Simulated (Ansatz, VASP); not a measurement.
One calculation of Ge3Rh, two programs

```
Ge Rh
1.0
     5.44808    0.00000    0.00000
     0.00000    5.44808    0.00000
     0.00000    0.00000    5.44808
Ge Rh
6 2
Direct
  0.25000 0.00000 0.50000
  0.50000 0.75000 0.00000
  0.75000 0.00000 0.50000
  0.50000 0.25000 0.00000
  0.00000 0.50000 0.75000
  0.00000 0.50000 0.25000
  0.00000 0.00000 0.00000
  0.50000 0.50000 0.50000
```

Change from the starting cell: species swapped into the Zr3Sn type (Pm-3n, No. 223).

Alike in both runs: task relaxation of cell and atoms; functional PBE; k mesh 4 × 4 × 4; occupations gaussian, width 0.1 eV; no spin polarisation.

|  | VASP | Ansatz |
| --- | --- | --- |
| version | VASP 6.6.1 | Ansatz 0.2.0 |
| potentials or method | VASP PAW PBE potentials, release 64 (Ge_d, Rh_pv) | scalar-relativistic, plane waves, PAW |
| plane-wave cutoff (eV) | 600 | 420 |
| valence electrons in the cell | 114 | 118 |

Ansatz gave:

```
gap on the k mesh at the Fermi level, each at its own relaxed structure (eV) : none
relaxed volume (Å³/atom)                                                     : 16.99
relaxed cell length with the largest relative difference (Å)                 : 5.142
energy change over the relaxation (meV/atom)                                 : -143
```

Question: Which values does VASP return?

Answer: gap on the k mesh at the Fermi level, each at its own relaxed structure (eV): none; relaxed volume (Å³/atom): 17.00; relaxed cell length with the largest relative difference (Å): 5.142; energy change over the relaxation (meV/atom): -142.

A gap of «none» marks a metal or a gap that the smearing closes. The two sets of potentials don't hold the same shells in valence.

Caveats: the volume moved by over 15 % at a fixed basis, so the end points are rough.
